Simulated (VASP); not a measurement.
Runs of VASP 6.6.1 on Bi. The structure is trigonal, space group R-3m (No. 166). The conventional cell has a = 4.535 Å, b = 4.535 Å, c = 11.814 Å, α = 90.00°, β = 90.00°, γ = 120.00°. Around Bi (site symmetry 3m) lie 6 Bi at 3.06 to 3.52 Å. 

```csv
level,potentials or basis,gap on the mesh (eV),pressure (GPa),relaxed volume (Å³/atom),largest force (eV/Å)
PBE+D3(BJ),"VASP PAW PBE potentials, release 64 (Bi_d)",none,0.0,34.55,0.01
LDA,"VASP PAW LDA potentials, release 64 (Bi_d)",none,0.0,33.58,0.01
PBEsol,"VASP PAW PBE potentials, release 64 (Bi_d)",none,0.0,34.40,0.01
PBE,"VASP PAW PBE potentials, release 64 (Bi_d)",none,0.0,(b),-
r2SCAN,"VASP PAW PBE potentials, release 64 (Bi_d)",none,0.0,(a),0.01
```

Alike in all rows: task relaxation of cell and atoms; no spin polarisation; cell relaxed; k mesh 10 × 10 × 10; cutoff (eV) 600; smearing methfessel-paxton 0.1 eV.

Task: Fill in the values left out.

Result: (a) 36.67; (b) 36.75.

Caveats: spin-orbit coupling is left out, which moves the levels of the heavy elements; the PAW data sets were made with another functional, which shifts forces and pressure a little (some runs); pairwise dispersion overbinds metals, which lowers pressure and volume (some runs).

A k mesh can miss the band edges, and the runs leave out spin-orbit coupling on Bi.

A gap of «none» marks a metal or a gap under the smearing width.

Not every run made on this cell is shown here.
